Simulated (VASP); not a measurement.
OSZICAR of a VASP run on GaSb (zinc blende):

File OSZICAR:
```
       N       E                     dE             d eps       ncg     rms          rms(c)
DAV:   1     0.750064084525E+02    0.75006E+02   -0.85439E+03  1230   0.164E+03
DAV:   2    -0.282601631148E+01   -0.77832E+02   -0.75859E+02  1370   0.305E+02
DAV:   3    -0.815579444939E+01   -0.53298E+01   -0.52997E+01  1472   0.710E+01
DAV:   4    -0.825067432093E+01   -0.94880E-01   -0.94827E-01  1437   0.106E+01
DAV:   5    -0.825320827186E+01   -0.25340E-02   -0.25339E-02  1517   0.152E+00    0.313E+00
DAV:   6    -0.817945461563E+01    0.73754E-01   -0.97827E-02  1610   0.606E+00    0.185E+00
DAV:   7    -0.815312516848E+01    0.26329E-01   -0.50835E-02  1457   0.230E+00    0.364E-01
DAV:   8    -0.815313543851E+01   -0.10270E-04   -0.52613E-03  1611   0.106E+00    0.935E-02
DAV:   9    -0.815340727484E+01   -0.27184E-03   -0.46880E-04  1340   0.193E-01    0.337E-02
DAV:  10    -0.815340788949E+01   -0.61465E-06   -0.21499E-05  1528   0.421E-02    0.802E-03
DAV:  11    -0.815341814514E+01   -0.10256E-04   -0.12560E-05  1325   0.277E-02    0.326E-03
DAV:  12    -0.815341843564E+01   -0.29050E-06   -0.53102E-07   991   0.772E-03
   1 F= -.81534184E+01 E0= -.81534194E+01  d E =-.815342E+01
```

Question: Which electronic solver shows in the log?

Answer: It is blocked Davidson (ALGO = Normal, or the opening steps of other solvers). The INCAR had ALGO = Normal.

Question: Can the final energy be trusted as converged?

Answer: The run converged. It stopped with EDIFF = 1E-6, NELM = 100, NSW = 40 and EDIFFG = -0.02 after 1 ionic step (PBEsol GGA, plane waves, VASP's PBE PAW potentials (set 64)).

The compound is GaSb in the zinc blende structure. It was relaxed first.
